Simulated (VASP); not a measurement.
Output of a VASP run:

### OUTCAR
```
 ion  position               nearest neighbor table
   1  0.000  0.000  0.000-   2 2.72   2 2.72   2 2.72   2 2.72   2 2.72   2 2.72
   2  0.500  0.500  0.500-   1 2.72   1 2.72   1 2.72   1 2.72   1 2.72   1 2.72
  LATTYP: Found a face centered cubic cell.
 ALAT       =     5.4392571622
 Subroutine PRICEL returns:
 Original cell was already a primitive cell.
 Subroutine GETGRP returns: Found 48 space group operations
The static configuration has the point symmetry O_h .
The dynamic configuration has the point symmetry O_h .
 Subroutine INISYM returns: Found 48 space group operations
 Subroutine IBZKPT returns following result:
 Found     29 irreducible k-points:

 Following reciprocal coordinates:
            Coordinates               Weight
  0.000000  0.000000  0.000000      1.000000
  0.125000  0.000000  0.000000      8.000000
  0.250000  0.000000  0.000000      8.000000
  0.375000  0.000000  0.000000      8.000000
  0.500000  0.000000  0.000000      4.000000
  0.125000  0.125000  0.000000      6.000000
  0.250000  0.125000  0.000000     24.000000
  0.375000  0.125000  0.000000     24.000000
  0.500000  0.125000  0.000000     24.000000
 -0.375000  0.125000  0.000000     24.000000
 -0.250000  0.125000  0.000000     24.000000
 -0.125000  0.125000  0.000000     12.000000
  0.250000  0.250000  0.000000      6.000000
  0.375000  0.250000  0.000000     24.000000
  0.500000  0.250000  0.000000     24.000000
 -0.375000  0.250000  0.000000     24.000000
 -0.250000  0.250000  0.000000     12.000000
  0.375000  0.375000  0.000000      6.000000
  0.500000  0.375000  0.000000     24.000000
 -0.375000  0.375000  0.000000     12.000000
  0.500000  0.500000  0.000000      3.000000
  0.375000  0.250000  0.125000     24.000000
  0.500000  0.250000  0.125000     48.000000
 -0.375000  0.250000  0.125000     24.000000
  0.500000  0.375000  0.125000     24.000000
 -0.375000  0.375000  0.125000     48.000000
 -0.250000  0.375000  0.125000     24.000000
 -0.375000  0.500000  0.125000     12.000000
 -0.250000  0.500000  0.250000      6.000000
   k-points           NKPTS =     29   k-points in BZ     NKDIM =     29   number of bands    NBANDS=     13
   number of dos      NEDOS =    301   number of ions     NIONS =      2
   total plane-waves  NPLWV =  21952
   dimension x,y,z NGX =    28 NGY =   28 NGZ =   28
   dimension x,y,z NGXF=    56 NGYF=   56 NGZF=   56
   ions per type =               1   1
   PREC   = accura    normal or accurate (medium, high low for compatibility)
   ISTART =      0    job   : 0-new  1-cont  2-samecut
   ICHARG =      2    charge: 1-file 2-atom 10-const
   ISPIN  =      1    spin polarized calculation?
   LNONCOLLINEAR =      F non collinear calculations
   LSORBIT =      F    spin-orbit coupling
   INIWAV =      1    electr: 0-lowe 1-rand  2-diag
   ENCUT  =  500.0 eV  36.75 Ry    6.06 a.u.   7.01  7.01  7.01*2*pi/ulx,y,z
   NELM   =    100;   NELMIN=  2; NELMDL= -5     # of ELM steps
   EDIFF  = 0.1E-05   stopping-criterion for ELM
   LREAL  =      F    real-space projection
   NLSPLINE    = F    spline interpolate recip. space projectors
   LMAXMIX     =    4 max onsite mixed and CHGCAR
   VOSKOWN=      0    Vosko Wilk Nusair interpolation
   EDIFFG = -.2E-01   stopping-criterion for IOM
   NSW    =     40    number of steps for IOM
   NBLOCK =      1;   KBLOCK =     40    inner block; outer block
   IBRION =      2    ionic relax: 0-MD 1-quasi-New 2-CG
   NFREE  =      1    steps in history (QN), initial steepest desc. (CG)
   ISIF   =      3    stress and relaxation
   ISYM   =      2    0-nonsym 1-usesym 2-fastsym
   TEIN   =    0.0    initial temperature
   TEBEG  =    0.0;   TEEND  =   0.0 temperature during run
   SMASS  =  -3.00    Nose mass-parameter (am)
   PSTRESS=    0.0 pullay stress
   NELECT =      18.0000    total number of electrons
   EFERMI =   0.00;   METHOD = LEGACY
   ISMEAR =     0;   SIGMA  =   0.05  broadening in eV -4-tet -1-fermi 0-gaus
   IALGO  =     38    algorithm
...
```

OSZICAR:
```
       N       E                     dE             d eps       ncg     rms          rms(c)
DAV:   1     0.103462142948E+03    0.10346E+03   -0.87532E+03   770   0.122E+03
DAV:   2    -0.191771842739E+01   -0.10538E+03   -0.98395E+02   884   0.261E+02
DAV:   3    -0.618504222243E+01   -0.42673E+01   -0.42528E+01   904   0.557E+01
DAV:   4    -0.621958223747E+01   -0.34540E-01   -0.34536E-01   844   0.566E+00
DAV:   5    -0.622004220821E+01   -0.45997E-03   -0.45997E-03   894   0.650E-01    0.787E+00
DAV:   6    -0.606492244940E+01    0.15512E+00   -0.37564E-01   817   0.876E+00    0.512E+00
DAV:   7    -0.606228235487E+01    0.26401E-02   -0.75582E-02   764   0.220E+00    0.214E+00
DAV:   8    -0.606088003645E+01    0.14023E-02   -0.42891E-03   809   0.832E-01    0.331E-01
DAV:   9    -0.606084051397E+01    0.39522E-04   -0.57321E-04   859   0.340E-01    0.448E-02
DAV:  10    -0.606085980320E+01   -0.19289E-04   -0.33465E-05   804   0.593E-02    0.181E-02
DAV:  11    -0.606086599977E+01   -0.61966E-05   -0.50474E-06   774   0.238E-02    0.293E-03
DAV:  12    -0.606086592508E+01    0.74698E-07   -0.26449E-07   417   0.766E-03
   1 F= -.60608659E+01 E0= -.60608659E+01  d E =-.606087E+01
       N       E                     dE             d eps       ncg     rms          rms(c)
DAV:   1    -0.606271140260E+01   -0.18454E-02   -0.32792E-02   754   0.202E+00    0.285E-01
DAV:   2    -0.606105335182E+01    0.16581E-02   -0.46698E-03   754   0.854E-01    0.938E-02
DAV:   3    -0.606094154249E+01    0.11181E-03   -0.34567E-04   769   0.155E-01    0.644E-02
DAV:   4    -0.606092985009E+01    0.11692E-04   -0.13603E-05   809   0.369E-02    0.216E-02
DAV:   5    -0.606092704720E+01    0.28029E-05   -0.34367E-06   824   0.297E-02    0.324E-03
DAV:   6    -0.606092689100E+01    0.15620E-06   -0.10385E-06   377   0.140E-02
   2 F= -.60609269E+01 E0= -.60609269E+01  d E =-.609659E-04
```

### OUTCAR
```
------------------------ aborting loop because EDIFF is reached ----------------------------------------
  FORCE on cell =-STRESS in cart. coord.  units (eV):
  Direction    XX          YY          ZZ          XY          YZ          ZX
  --------------------------------------------------------------------------------------
  Total       -0.0004555     -0.0004555     -0.0004555      0.0000000     -0.0000000      0.0000000
  in kB       -0.0180848     -0.0180848     -0.0180848      0.0000000     -0.0000000      0.0000000
  external PRESSURE =      -0.0180848 kB  Pullay stress =       0.0000000 kB
  volume of cell :       40.36
      direct lattice vectors                 reciprocal lattice vectors
     0.000000000  2.722489061  2.722489061    -0.183655467  0.183655467  0.183655467
     2.722489061 -0.000000000  2.722489061     0.183655467 -0.183655467  0.183655467
     2.722489061  2.722489061  0.000000000     0.183655467  0.183655467 -0.183655467
  FREE ENERGIE OF THE ION-ELECTRON SYSTEM (eV)
  ---------------------------------------------------
  free  energy   TOTEN  =        -6.0609268910 eV

  energy  without entropy=       -6.0609268910  energy(sigma->0) =       -6.06092689

 reached required accuracy - stopping structural energy minimisation
```
(Selected blocks of OUTCAR.)

**POSCAR**
```
AgCl
1
    0.0000000000     2.7196285811     2.7196285811
    2.7196285811     0.0000000000     2.7196285811
    2.7196285811     2.7196285811     0.0000000000
Ag Cl
1 1
Direct
  1.0000000000   1.0000000000   0.0000000000
  0.5000000000   0.5000000000   0.5000000000
```

### Question
Reconstruct the remaining input files.

### Answer
This is not unique; one that fits is the input of the run itself, PBEsol GGA, plane waves, VASP's PBE PAW potentials (set 64).

### KPOINTS
```
Automatic mesh
0
gamma
8 8 8
```

**INCAR**
```
# general
SYSTEM  = AgCl
PREC    = Accurate
ENCUT   = 500
LREAL   = .False.
LASPH   = .True.

# electronic loop
EDIFF   = 1E-6
NELM    = 100
ALGO    = Normal
LMAXMIX = 4

# smearing
ISMEAR  = 0
SIGMA   = 0.05

# functional
GGA     = PS

# ions
IBRION  = 2
NSW     = 40
ISIF    = 3
EDIFFG  = -0.02

# output
LWAVE   = .False.
LCHARG  = .False.
```

POTCAR, in this order: Ag Cl (PBE.64 set). Program: vasp_std.

The compound is AgCl in the rock salt structure. This run relaxes it. Symmetry was kept, so distortions that lower it aren't found.
